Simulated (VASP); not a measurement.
A VASP calculation is set up with these files.

POSCAR:
```
TiS2
1
    1.6881894360    -2.9240304272     0.0000000000
    1.6881894360     2.9240304272    -0.0000000000
    0.0000000000     0.0000000000     5.7480748073
Ti S
1 2
Direct
  0.0000000000   0.0000000000   1.0000000000
  0.3333330000   0.6666670000   0.2485820004
  0.6666670000   0.3333330000   0.7514179996
```

File KPOINTS:
```
Regular mesh
0
G
  10 10 6
0 0 0
```

### INCAR
```
SYSTEM = TiS2
PREC = Accurate
ENCUT = 480
EDIFF = 1E-7
NELM = 100
ALGO = Normal
LREAL = .FALSE.
LASPH = .TRUE.
ISMEAR = 1
SIGMA = 0.1
GGA = PE
LMAXMIX = 4
LWAVE = .FALSE.
LCHARG = .FALSE.
ISIF = 3
IBRION = 2
NSW = 40
EDIFFG = -0.01
PSTRESS = 20
```

POTCAR, in this order: Ti_sv S (PBE.64 set). Program: vasp_std.

### Question
Write an equivalent input for Quantum ESPRESSO's pw.x.

### Answer
One equivalent input (not run):
```
&CONTROL
  calculation = 'vc-relax'
  pseudo_dir = './pseudo'
  outdir = './out'
  tprnfor = .true.
  tstress = .true.
  nstep = 40
  forc_conv_thr = 0.00039
/
&SYSTEM
  ibrav = 0
  nat = 3
  ntyp = 2
  ecutwfc = 84
  occupations = 'smearing'
  smearing = 'methfessel-paxton'
  degauss = 0.00735
  input_dft = 'pbe'
/
&ELECTRONS
  conv_thr = 7.3e-09
  electron_maxstep = 100
/
&IONS
/
&CELL
  press = 20
/
ATOMIC_SPECIES
  Ti 47.867 Ti.upf
  S 32.060 S.upf
CELL_PARAMETERS angstrom
     1.6881894   -2.9240304    0.0000000
     1.6881894    2.9240304   -0.0000000
     0.0000000    0.0000000    5.7480748
ATOMIC_POSITIONS crystal
  Ti   0.0000000  0.0000000  1.0000000
  S    0.3333330  0.6666670  0.2485820
  S    0.6666670  0.3333330  0.7514180
K_POINTS automatic
  10 10 6 0 0 0
```
Limits of the translation: the potentials are each code's own (VASP's PAW set, PseudoDojo norm-conserving files in pw.x), so ENCUT and ecutwfc are chosen apart and not converted; conv_thr bounds pw.x's estimated SCF error, while EDIFF bounds the energy change between steps; forc_conv_thr acts on force components and is met together with etot_conv_thr.

The compound is TiS2 in the 1T layered structure. It was relaxed first under an external pressure of 2 GPa.
